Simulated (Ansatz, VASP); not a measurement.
## Cross-check of SnSe between VASP and Ansatz

One calculation is typed for both programs; each brings its own data sets. How far apart do they land? The cell is taken from a series of runs on this material, whose earlier steps may have relaxed, scaled, displaced or heated it; both programs get it as it stands.

Calculated with Ansatz 0.2.0; plane waves, with VASP 6.6.1 beside it; single point at PBE.

### Step 1. The starting structure

Symmetry: Pnma, No. 62, orthorhombic system. The conventional cell has a = 11.535 Å, b = 4.173 Å, c = 4.378 Å, α = 90.00°, β = 90.00°, γ = 90.00°. Nearest to Sn lie 5 Se at 2.76 to 3.27 Å. Nearest to Se lie 5 Sn at 2.76 to 3.27 Å. Farther neighbours and most contacts between anions are not listed.

Coordinates:

```
Sn Se
1.0
    11.53458    0.00000    0.00000
     0.00000    4.17257    0.00000
     0.00000    0.00000    4.37791
Sn Se
4 4
Direct
  0.61877 0.75000 0.40682
  0.88123 0.25000 0.90682
  0.38123 0.25000 0.59318
  0.11877 0.75000 0.09318
  0.14311 0.25000 0.52158
  0.64311 0.25000 0.97842
  0.35689 0.75000 0.02158
  0.85689 0.75000 0.47842
```

### Step 2. VASP: single point, PBE, pair 1

A single point gives forces, pressure and levels at one fixed geometry, so differences don't come from the geometry; what else differs is listed under the comparison.

Lines of VASP's logs that name or quote its potential files are left out, and so is its time.

File INCAR:

```
SYSTEM = SnSe
PREC = Accurate
ENCUT = 500
EDIFF = 1E-06
NELM = 120
ISMEAR = -1
SIGMA = 0.02
LREAL = .FALSE.
ALGO = Normal
GGA = PE
NBANDS = 49
LORBIT = 11
LWAVE = .FALSE.
LCHARG = .FALSE.
ISIF = 2
LASPH = .TRUE.
GGA_COMPAT = .FALSE.
EFERMI = MIDGAP
KPAR = 2
```

File POSCAR:

```
SnSe
1.0
   11.5345760276      0.0000000000      0.0000000000
    0.0000000000      4.1725748996      0.0000000000
    0.0000000000      0.0000000000      4.3779064997
Sn Se
4 4
Direct
    0.6187692986      0.7500000000      0.4068209427
    0.8812307014      0.2500000000      0.9068209427
    0.3812307014      0.2500000000      0.5931790573
    0.1187692986      0.7500000000      0.0931790573
    0.1431057184      0.2500000000      0.5215784246
    0.6431057184      0.2500000000      0.9784215754
    0.3568942816      0.7500000000      0.0215784246
    0.8568942816      0.7500000000      0.4784215754
```

File KPOINTS:

```
Automatic mesh
0
Gamma
2 6 6
0 0 0
```

PAW data sets: Sn_d and Se (PBE family, release 64).

On the command line:

```
mpirun -np 2 vasp_std
```

Numbers of over 12 decimals in the logs are rounded to 6 here.

The program printed:

```text
[banner, memory and clock lines left out]
running    2 mpi-ranks, on    1 nodes
 distrk:  each k-point on    1 cores,    2 groups
 distr:  one band on    1 cores,    1 groups

 POSCAR found type information on POSCAR SnSe
 POSCAR found :  2 types and       8 ions
 LDA part: xc-table for (Slater+PW92), standard interpolation
 POSCAR, INCAR and KPOINTS ok, starting setup
 FFT: planning ... GRIDC
 FFT: planning ... GRID_SOFT
 FFT: planning ... GRID
 WAVECAR not read
 entering main loop
       N       E                     dE             d eps       ncg     rms          rms(c)
DAV:   1     0.862335499978E+03    0.86234E+03   -0.36106E+04  3409   0.207E+03
DAV:   2     0.114752025836E+03   -0.74758E+03   -0.72492E+03  3144   0.599E+02
DAV:   3    -0.237910444494E+02   -0.13854E+03   -0.13232E+03  3739   0.203E+02
DAV:   4    -0.331550057812E+02   -0.93640E+01   -0.91974E+01  3656   0.535E+01
DAV:   5    -0.334895066600E+02   -0.33450E+00   -0.33362E+00  3730   0.106E+01    0.645E+00
DAV:   6    -0.327645094635E+02    0.72500E+00   -0.13519E+00  4276   0.576E+00    0.403E+00
DAV:   7    -0.327589076392E+02    0.56018E-02   -0.58141E-01  4065   0.269E+00    0.152E+00
DAV:   8    -0.327559187665E+02    0.29889E-02   -0.62187E-02  4047   0.158E+00    0.333E-01
DAV:   9    -0.327560908040E+02   -0.17204E-03   -0.79410E-03  3897   0.586E-01    0.105E-01
DAV:  10    -0.327561915688E+02   -0.10076E-03   -0.82749E-04  3872   0.143E-01    0.589E-02
DAV:  11    -0.327562532583E+02   -0.61689E-04   -0.27747E-04  4086   0.958E-02    0.212E-02
DAV:  12    -0.327562382561E+02    0.15002E-04   -0.42430E-05  3991   0.354E-02    0.805E-03
DAV:  13    -0.327562385097E+02   -0.25357E-06   -0.66528E-06  2980   0.940E-03
   1 F= -.32756239E+02 E0= -.32756238E+02  d E =-.251571E-06
```

Parts of OUTCAR (step 2):

```text
ion  position               nearest neighbor table
   1  0.619  0.750  0.407-   8 2.76   6 2.82   6 2.82   6 3.27   6 3.27   3 3.54   3 3.54
   2  0.881  0.250  0.907-   6 2.76   8 2.82   8 2.82   8 3.27   8 3.27   4 3.54   4 3.54
   3  0.381  0.250  0.593-   5 2.76   7 2.82   7 2.82   7 3.27   7 3.27   1 3.54   1 3.54
   4  0.119  0.750  0.093-   7 2.76   5 2.82   5 2.82   5 3.27   5 3.27   2 3.54   2 3.54
   5  0.143  0.250  0.522-   3 2.76   4 2.82   4 2.82   4 3.27   4 3.27
   6  0.643  0.250  0.978-   2 2.76   1 2.82   1 2.82   1 3.27   1 3.27
   7  0.357  0.750  0.022-   4 2.76   3 2.82   3 2.82   3 3.27   3 3.27
   8  0.857  0.750  0.478-   1 2.76   2 2.82   2 2.82   2 3.27   2 3.27

  LATTYP: Found a simple orthorhombic cell.
 ALAT       =     4.1725748996
 B/A-ratio  =     1.0492098057
 C/A-ratio  =     2.7643784246

 Subroutine GETGRP returns: Found  8 space group operations
 (whereof  2 operations were pure point group operations)

The static configuration has the point symmetry S_2 .
 The point group associated with its full space group is D_2h.

 Found     32 irreducible k-points:

   k-points           NKPTS =     32   k-points in BZ     NKDIM =     32   number of bands    NBANDS=     49

   dimension x,y,z NGX =    84 NGY =   30 NGZ =   32
   dimension x,y,z NGXF=   168 NGYF=   60 NGZF=   64

   ENCUT  =  500.0 eV  36.75 Ry    6.06 a.u.  21.03  7.61  7.98*2*pi/ulx,y,z

   NELECT =      80.0000    total number of electrons

 k-points in reciprocal lattice and weights: Automatic mesh
   0.00000000  0.00000000  0.00000000       0.014
   0.50000000  0.00000000  0.00000000       0.014
   0.00000000  0.16666667  0.00000000       0.028
   0.50000000  0.16666667  0.00000000       0.028
   0.00000000  0.33333333  0.00000000       0.028
   0.50000000  0.33333333  0.00000000       0.028
   0.00000000  0.50000000  0.00000000       0.014
   0.50000000  0.50000000  0.00000000       0.014
   0.00000000  0.00000000  0.16666667       0.028
[...]
0.00000000  0.50000000  0.50000000       0.014
   0.50000000  0.50000000  0.50000000       0.014

 average (electrostatic) potential at core
       1-101.3685       2-101.3685       3-101.3685       4-101.3685       5 -52.5094
       6 -52.5094       7 -52.5094       8 -52.5094

 E-fermi :   5.8620

 k-point     1 :       0.0000    0.0000    0.0000
  band No.  band energies     occupation
    ...
     36       3.7397      2.00000
     37       3.9709      2.00000
     38       4.2707      2.00000
     39       4.9064      2.00000
     40       5.0483      2.00000
     41       6.1527      0.00000
     42       8.6023      0.00000
     43       8.7414      0.00000
     44       8.7497      0.00000
     45       8.9834      0.00000
    ...

 k-point     2 :       0.5000    0.0000    0.0000
  band No.  band energies     occupation
    ...
     36       3.4539      2.00000
     37       3.6848      2.00000
     38       3.6848      2.00000
     39       5.0307      2.00000
     40       5.0307      2.00000
     41       8.1502      0.00000
     42       8.1502      0.00000
     43       8.3852      0.00000
     44       8.3852      0.00000
     45       9.4288      0.00000
    ...

 k-point     3 :       0.0000    0.1667    0.0000
  band No.  band energies     occupation
    ...
     36       3.8425      2.00000
     37       4.0432      2.00000
     38       4.7783      2.00000
     39       4.8972      2.00000
     40       4.9213      2.00000
     41       6.3740      0.00000
     42       7.5385      0.00000
     43       8.4940      0.00000
     44       8.7453      0.00000
     45       8.7617      0.00000
    ...

  Total        3.0291894      3.0600694      3.0247482      0.0000000      0.0000000      0.0000000
  in kB       23.0337551     23.2685652     22.9999846      0.0000000      0.0000000      0.0000000
  external PRESSURE =      23.1007683 kB  Pullay stress =       0.0000000 kB

  energy-cutoff  :      500.00
  volume of cell :      210.70
      direct lattice vectors                 reciprocal lattice vectors
    11.534576028  0.000000000  0.000000000     0.086695861  0.000000000  0.000000000
     0.000000000  4.172574900  0.000000000     0.000000000  0.239660168  0.000000000
     0.000000000  0.000000000  4.377906500     0.000000000  0.000000000  0.228419680

 POSITION                                       TOTAL-FORCE (eV/Angst)
 -----------------------------------------------------------------------------------
      7.13724      3.12943      1.78102        -0.012864     -0.000000      0.011810
     10.16462      1.04314      3.96998         0.012864     -0.000000      0.011810
      4.39733      1.04314      2.59688         0.012864      0.000000     -0.011810
      1.36995      3.12943      0.40793        -0.012864     -0.000000     -0.011810
      1.65066      1.04314      2.28342        -0.007479     -0.000000      0.008789
      7.41795      1.04314      4.28344        -0.007479      0.000000     -0.008789
      4.11662      3.12943      0.09447         0.007479      0.000000      0.008789
      9.88391      3.12943      2.09448         0.007479     -0.000000     -0.008789
 -----------------------------------------------------------------------------------
    total drift:                                0.000000     -0.000000      0.000000

  FREE ENERGIE OF THE ION-ELECTRON SYSTEM (eV)
  ---------------------------------------------------
  free  energy   TOTEN  =       -32.7562385097 eV

  energy  without entropy=      -32.7562382581  energy(sigma->0) =      -32.75623838

 total charge
# of ion       s       p       d       tot
------------------------------------------
    1        1.350   0.742   9.996  12.088
    2        1.350   0.742   9.996  12.088
    3        1.350   0.742   9.996  12.088
    4        1.350   0.742   9.996  12.088
    5        1.473   2.325   0.025   3.824
    6        1.473   2.325   0.025   3.824
    7        1.473   2.325   0.025   3.824
    8        1.473   2.325   0.025   3.824
--------------------------------------------------
tot         11.290  12.271  40.086  63.646

[... 3 further parts left out ...]
```

The run ends at a pressure of 2.31 GPa, with forces up to 0.017 eV/Å.

### Step 3. Ansatz: single point, PBE, pair 1

Ansatz runs on its default PAW (the set named soft_2) files.

The same cell, functional, mesh and smearing now go to Ansatz, which takes its cutoff from its data sets.

File input.yaml:

```yaml
crystal:
  lattice:
    - [11.5345760276, 0.0, 0.0]
    - [0.0, 4.1725748996, 0.0]
    - [0.0, 0.0, 4.3779064997]
  atoms:
    - { symbol: Sn, position: [0.6187692986, 0.75, 0.4068209427] }
    - { symbol: Sn, position: [0.8812307014, 0.25, 0.9068209427] }
    - { symbol: Sn, position: [0.3812307014, 0.25, 0.5931790573] }
    - { symbol: Sn, position: [0.1187692986, 0.75, 0.0931790573] }
    - { symbol: Se, position: [0.1431057184, 0.25, 0.5215784246] }
    - { symbol: Se, position: [0.6431057184, 0.25, 0.9784215754] }
    - { symbol: Se, position: [0.3568942816, 0.75, 0.0215784246] }
    - { symbol: Se, position: [0.8568942816, 0.75, 0.4784215754] }
kpoints:
  mp_grid: { grid: [2, 6, 6] }
  band_path:
    path:
      - [[0.0, 0.0, 0.0], [0.5, 0.0, 0.0], [0.5, 0.5, 0.0], [0.0, 0.5, 0.0], [0.0, 0.0, 0.0], [0.0, 0.0, 0.5], [0.5, 0.0, 0.5], [0.5, 0.5, 0.5], [0.0, 0.5, 0.5], [0.0, 0.0, 0.5]]
      - [[0.5, 0.0, 0.0], [0.5, 0.0, 0.5]]
      - [[0.0, 0.5, 0.0], [0.0, 0.5, 0.5]]
      - [[0.5, 0.5, 0.0], [0.5, 0.5, 0.5]]
    npoints: 10
hamiltonian:
  xc: pbe
scf:
  occupations: { method: fermi_dirac, width: 0.02 }
  n_extra_bands: 6
output:
  eigenvalues: true
  forces: true
  stress: true
```

On the command line:

```
ansatz run input.yaml --threads 3 --pin off --max-ram 92160MiB --backend cuda --events-out ev --progress --plain --runs-dir out --devices 1 --max-vram 13GiB
```

The program printed:

```text
scf.n_extra_bands = 6 over 60 filled bands (N_el = 120.0): the run solves 66 bands
GPUs: using 1 of 1 available (devices: 1).
Engine: ansatz 0.2.0, x86_64-unknown-linux-gnu
Pseudopotentials: kind: paw
Pseudopotential: Sn, paw, valence charge 14, recommended cutoff 420 eV (normal), Sn.paw.azcp
Pseudopotential: Se, paw, valence charge 16, recommended cutoff 420 eV (normal), Se.paw.azcp
Functional definition: PBE
  parameter kappa = 0.804
  parameter beta = 0.066725
  exchange = pbe_x(kappa = kappa, mu = beta*pi^2/3)
  correlation = pbe_c(beta = beta)
device memory: the entry about to start is reckoned to put 4.8 GiB on a device that reports 44.0 GiB free (of which the cap on the GPU budget leaves the run 13.0 GiB)
GPU FFT provider: cuFFT
GPU libraries: cuBLAS 13.8.2, cuFFT 12.4.0, cuSOLVER 12.3.4
Crystal: 8 atoms, lattice volume = 210.704 Å³
Basis set: ecut = 420 eV, 4073 PW (Γ), exchange–correlation on 160×60×60 points (8 copies of the dense FFT grid, shifted against one another)
Bands: 66, of which v1, the nominal top of the filled ones, is band 60 counted from 1 (59 counted from 0)
Symmetry: 8 space group operations
Space group: Pnma (ITA 62), of the structure as read, at distance tolerance 6.0e-5 Å
k-points: 32 of 72
Non-local potential: Sn, projectors of the file, l = 0: 2, l = 1: 2, l = 2: 2, l = 3: 2
Non-local potential: Se, projectors of the file, l = 0: 2, l = 1: 2, l = 2: 3, l = 3: 1
PAW form: soft (Blöchl's): semilocal exchange-correlation on the pseudo side does not see the compensation charge
PAW one-centre angular grid: Sn, 590 points (default); XC on 64 Gauss nodes
PAW one-centre angular grid: Se, 590 points (default); XC on 64 Gauss nodes
Initial density: superposition of atomic densities (neutral atoms: chi_scale 0, normalization atom), corrected by the library's trained network
Initial wavefunctions: pseudopotential atomic-orbital guess
GPU buffer pool allocated for 72000 grid points (all kernels)
GPU transforms: local potential and band sums: pruned to the plane-wave sphere, on 80×27×30
Functional: x = pbe(κ = 0.804, μ = 0.219515), c = pbe(β = 0.066725)
SCF iter   1: F=—  HF=-45976.542932 eV  |F-HF|=—  |Δ(HF+E_count)|=         —  Δρ=1.30e-3  dr2=3.31e-3  ethr=1.77e-3  ⟨swp⟩=6.2  Hψ=8085  notcnv=0
preconditioner: auto → Resta (q_TF=auto, 2.484 Å⁻¹)  ε∞=3.1  [insulator: Δε(μ)=0.471 eV  Ē_g=15.716 eV  σ=0.020 eV  W_gap=1.00  n_scr=56 (ndim 8)  ℏωp=22.9 eV  f_vac=0.001  D(μ)=0.00/eV (n_scr^D=0)  ε∞_Penn≈3.1]
SCF iter   2: F=—  HF=-45976.540984 eV  |F-HF|=—  |Δ(HF+E_count)|=   1.95e-3  Δρ=6.93e-4  dr2=9.04e-4  ethr=2.76e-6  ⟨swp⟩=2.2  Hψ=4608  notcnv=0  defer=58
SCF iter   3: F=—  HF=-45976.541437 eV  |F-HF|=—  |Δ(HF+E_count)|=   4.53e-4  Δρ=2.67e-4  dr2=1.06e-4  ethr=7.53e-7  ⟨swp⟩=2.0  Hψ=3332  notcnv=0  defer=58
SCF iter   4: F=—  HF=-45976.541349 eV  |F-HF|=—  |Δ(HF+E_count)|=   8.76e-5  Δρ=9.37e-5  dr2=1.59e-5  ethr=8.86e-8  ⟨swp⟩=2.0  Hψ=3972  notcnv=0  defer=58
SCF iter   5: F=—  HF=-45976.541942 eV  |F-HF|=—  |Δ(HF+E_count)|=   5.93e-4  Δρ=2.23e-5  dr2=1.45e-6  ethr=1.33e-8  ⟨swp⟩=2.0  Hψ=3332  notcnv=0  defer=58
SCF iter   6: F=—  HF=-45976.541941 eV  |F-HF|=—  |Δ(HF+E_count)|=   9.76e-7  Δρ=8.44e-6  dr2=1.21e-7  ethr=1.21e-9  ⟨swp⟩=2.0  Hψ=3972  notcnv=0  defer=58
SCF iter   7: F=-45976.541941 eV  HF=-45976.541941 eV  |F-HF|=1.27e-9  |Δ(HF+E_count)|=   1.37e-7  Δρ=1.72e-6  dr2=5.12e-9  ethr=8.33e-11  ⟨swp⟩=8.2  Hψ=8598  notcnv=0
SCF 1 converged in 7 iterations: F = -45976.541941 eV  dr2 = 5.12e-9
  greatest PAW one-centre occupation: 1.000 electrons in one spin orbital (limit 2), on the Se atom at site 6 (counted from 0), in its partial waves of l = 2
device memory: the entry about to start is reckoned to put 4.2 GiB on a device that reports 53.0 GiB free (of which the cap on the GPU budget leaves the run 13.0 GiB)
NSCF: frozen V_eff on 124 k-points
SCF converged after 7 iterations
Free energy (F): -45976.541941 eV
Harris-Foulkes:  -45976.541941 eV  (|F-HF|=1.27e-9)
Internal energy: -45976.541941 eV  (E = F + TS)
E sigma→0 (E₀):  -45976.541941 eV
Entropy (-TS):   -0.000000 eV (-0.000 meV/atom)
Fermi energy:    9.471832 eV
--- Per-component energies (eV) ---
  E_band       = -1857.161163
  E_kinetic    = 1217.217923
  E_local      = -13116.328668  (includes V_loc(G=0)·N_el)
  E_nonlocal   = -2513.947540
  E_hartree    = 6931.784614
  E_xc         = -1950.677807
  E_vxc        = -780.256639  (∫ρ·V_xc dr)
  E_paw        = -24179.538045  (= ΣΔE_a)
  E_vpaw       = -527.414893  (= ΣTr[D̂ρ^β])
  E_aug_tail   = -0.002352  (compensation charges beyond the density's cutoff)
  E_ewald      = -12365.050066
  E_smearing   = -0.000000  (= −TS)
  E_closure    = -0.000000  (closes the sum)
  Σ components = -45976.541941   (vs F -45976.541941, Δ=0.00e0)
--- Forces (eV/Å), atoms counted from 1 ---
  atom   1  Sn     0.00012946     0.00000000     0.00243259
  atom   2  Sn    -0.00012946     0.00000000     0.00243259
  atom   3  Sn    -0.00012946     0.00000000    -0.00243259
  atom   4  Sn     0.00012946     0.00000000    -0.00243259
  atom   5  Se     0.00079005     0.00000000    -0.00045439
  atom   6  Se     0.00079005     0.00000000     0.00045439
  atom   7  Se    -0.00079005     0.00000000    -0.00045439
  atom   8  Se    -0.00079005     0.00000000     0.00045439
  max |Σ_I F_I| component: 4.34e-19 eV/Å
--- Stress (GPa, compression-positive) ---
        2.265763       0.000000       0.000000
        0.000000       2.304608       0.000000
        0.000000       0.000000       2.285666
  P = ⅓ Tr σ = 2.2853 GPa (22.853 kbar)
--- Band table (eV; the first three rows and the last of 32) ---
  k-point 0: bands = [... 56 lower, 7.5842, 7.8766, 8.5148, 8.6553, 9.7695, 12.2230, 12.3605, 12.3717, ... 2 higher]
  k-point 1: bands = [... 56 lower, 7.6668, 8.2589, 8.4138, 8.6739, 9.8419, 11.3131, 11.9546, 12.1835, ... 2 higher]
  k-point 2: bands = [... 56 lower, 8.0100, 8.5055, 8.7566, 9.2368, 10.0822, 10.4706, 10.7419, 10.8581, ... 2 higher]
  k-point 31: bands = [... 56 lower, 7.6080, 7.6080, 7.6080, 7.6080, 11.6403, 11.6403, 11.6403, 11.6403, ... 2 higher]
```

In the SCF lines HF is the Harris–Foulkes energy and dr2 the Hartree energy of the density residual, in eV; the loop may stop once dr2 is under the threshold and the program's other checks hold. Hψ counts applications of the Hamiltonian.

### Step 4. Comparison

Known differences besides the potentials themselves: the data sets hold 120 valence electrons in Ansatz (on its default PAW (the set named soft_2) files) and 80 in VASP; the cutoff is 420 eV in Ansatz and 500 eV in VASP. Total energies have different zeros and are not compared.

The two programs side by side:

```tsv
quantity	Ansatz	VASP	difference
pressure (GPa)	2.29	2.31	-0.02
gap on the k mesh (eV)	0.471	0.466	+0.005
```

At this near-relaxed geometry the largest component of a force difference is 13 meV/Å. A gap on the mesh is an upper bound, since the band edges may lie between its points.

(Continued in part 2 of 2.)

[Lines on the potential files, build, host, timing and source positions are cut from VASP's logs without a mark.]

[Logs are printed without paths, hosts, clocks, repeated set-up lines and the standing remarks that a program may print on its own settings, such as how far it seeks lower states.]

[Hosts, paths, dates, database ids (printed as entryN), source tags and the programs' standing remarks are cut or masked in the printed files.]
